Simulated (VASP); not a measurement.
The system is Bi2Te3 (Tellurobismuthite).

```
Bi Te
1.0
     2.25059    1.29938   10.93029
    -2.25059    1.29938   10.93029
     0.00000   -2.59876   10.93029
Bi Te
2 3
Cartesian
  0.0000 0.0000 13.0087
  0.0000 0.0000 19.7822
  0.0000 0.0000 0.0000
  0.0000 0.0000 7.1067
  0.0000 0.0000 25.6841
```

The cell isn't the ideal one: a relaxed cell with its volume scaled by 1.04.

- Program: VASP 6.6.1
- Task: relaxation of shape and atoms at fixed volume
- Functional: PBE
- Potentials or basis: VASP PAW PBE potentials, release 64 (Bi, Te)
- Cutoff: 300 eV
- k mesh: 5 × 5 × 4
- Occupations: gaussian, width 0.03 eV
- Spin: no spin polarisation

At the start: pressure -1.6 GPa; volume 38.36 Å³/atom.

Q: Where does the relaxation end?

A: Over 11 steps the energy falls by 6.6 meV/atom; space group R-3m (No. 166, to 0.05 Å).

Step by step:
| step | energy change (eV) | largest force (eV/Å) | pressure (GPa) |
| --- | --- | --- | --- |
| 1 | 0.0000 | 0.2689 | -1.59 |
| 2 | -0.0063 | 0.1847 | -1.42 |
| 3 | -0.0101 | 0.1308 | -1.18 |
| 4 | -0.0134 | 0.1213 | -1.12 |
| 5 | -0.0218 | 0.0916 | -0.90 |
| 6 | -0.0315 | 0.0386 | -0.45 |
| 7 | -0.0326 | 0.0315 | -0.23 |
| 8 | -0.0328 | 0.0397 | -0.07 |
| 9 | -0.0331 | 0.0129 | -0.14 |
| 10 | -0.0331 | 0.0139 | -0.17 |
| 11 | -0.0331 | 0.0015 | -0.15 |

Final structure:
```xyz
5
Lattice="2.2207 1.2821 11.2268 -2.2207 1.2821 11.2268 0.0000 -2.5642 11.2268" Properties=species:S:1:pos:R:3 pbc="T T T"
Bi    0.0000    0.0000   13.2832
Bi    0.0000    0.0000   20.3973
Te    0.0000    0.0000    0.0000
Te    0.0000    0.0000    7.4490
Te    0.0000    0.0000   26.2315
```
